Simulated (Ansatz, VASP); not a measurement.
Given: the input of a run of VASP 6.6.1 on LiBe.

INCAR

```
ALGO = Normal
EDIFF = 1E-7
ENCUT = 520
GGA = PE
ISIF = 2
ISMEAR = -1
LASPH = True
LCHARG = False
LREAL = False
LWAVE = False
NBANDS = 13
NELM = 80
PREC = Accurate
SIGMA = 0.05
```

KPOINTS

```
k-points
0
Gamma
  11 7 5
```

The input POSCAR:

```
LiBe
1.0
    2.2491161419      0.0000000000      0.0000000000
    0.0000000000      3.5390222252      0.0000000000
   -0.3935413937      0.0000000000      5.4009734732
Be Li
2 2
Direct
    0.2435819200      0.7500000000      0.4238283600
    0.7564180800      0.2500000000      0.5761716400
    0.2631524400      0.7500000000      0.8451422600
    0.7368475600      0.2500000000      0.1548577400
```

Potentials or basis: VASP PAW PBE potentials, release 64 (Be, Li_sv).

Run with:

```sh
$ cat potpaw_PBE.64/Be/POTCAR potpaw_PBE.64/Li_sv/POTCAR > POTCAR
$ mpirun -np 1 vasp_std > vasp.out
```

Task: Set up the same calculation for Ansatz 0.2.0. Potentials there: Ansatz PAW.

Result: As run (the cutoff follows the program's own potentials):

Contents of input.yaml:

```yaml
crystal:
  lattice:
    - [2.2491161419, 0.0, 0.0]
    - [0.0, 3.5390222252, 0.0]
    - [-0.3935413937, 0.0, 5.4009734732]
  atoms:
    - { symbol: Be, position: [0.24358192, 0.75, 0.42382836] }
    - { symbol: Be, position: [0.75641808, 0.25, 0.57617164] }
    - { symbol: Li, position: [0.26315244, 0.75, 0.84514226] }
    - { symbol: Li, position: [0.73684756, 0.25, 0.15485774] }
hamiltonian:
  xc: pbe
  pseudopotentials: { kind: paw }
kpoints:
  mp_grid: { grid: [11, 7, 5] }
scf:
  occupations: { method: fermi_dirac, width: 0.05 }
output:
  forces: true
  stress: true
  eigenvalues: true
```

Potentials or basis: Ansatz PAW.

Command:

```sh
$ ansatz run input.yaml --threads 2 --pin off --max-ram 5120MiB --backend cpu --events-out ev --progress --plain --runs-dir out
```

Both were run:

|  | VASP | Ansatz | Ansatz less VASP |
| --- | --- | --- | --- |
| gap on the k mesh at the Fermi level (eV) | none | none | - |
| rms of the force components (eV/Å) | 0.062 | 0.060 | -0.0023 |

Atom by atom the forces differ by 0.002 eV/Å (rms over components). A gap of «none» marks a metal or a gap that the smearing closes. With one functional, cell and mesh, what is left measures potentials, basis and numerics.
